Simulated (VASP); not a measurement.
These are PBEsol GGA, VASP's PBE PAW potentials (set 64) (plane waves; VASP) values and carry that method's errors.

VASP input:

### INCAR
```
SYSTEM=GaN
PREC=Accurate; ENCUT=520; LREAL=.FALSE.
LASPH=.TRUE.; NBANDS=39
EDIFF=1E-7; NELM=100; ALGO=Normal
LMAXMIX=4
ISMEAR=0; SIGMA=0.01
GGA=PS
LWAVE=.FALSE.; LCHARG=.FALSE.; NEDOS=1001
LOPTICS=.TRUE.; CSHIFT=0.1
```

File KPOINTS:
```
K-points
0
gamma
18 18 18
```

File POSCAR:
```
GaN
3.1791140
  0.0000000000   0.7071068182   0.7071068182
  0.7071068182   0.0000000000   0.7071068182
  0.7071068182   0.7071068182   0.0000000000
Ga N
1 1
Cart
  0.0000000000   0.0000000000   0.0000000000
  1.0606602273   1.0606602273   1.0606602273
```

POTCAR, in this order: Ga_d N (PBE.64 set). Program: vasp_std.

Problem. What will the output report for the number of irreducible k-points (NKPTS), largest plane-wave count, number of space-group operations, FFT grid (NGX, NGY, NGZ)?

Solution. 
```yaml
number of irreducible k-points (NKPTS): 195
largest_plane_wave_count: 624
number_of_space_group_operations: 24
FFT grid (NGX, NGY, NGZ): 24 × 24 × 24
```

The structure comes from a computed database's GaN entry (F-43m); how it stands against other phases isn't given here. It was relaxed first.
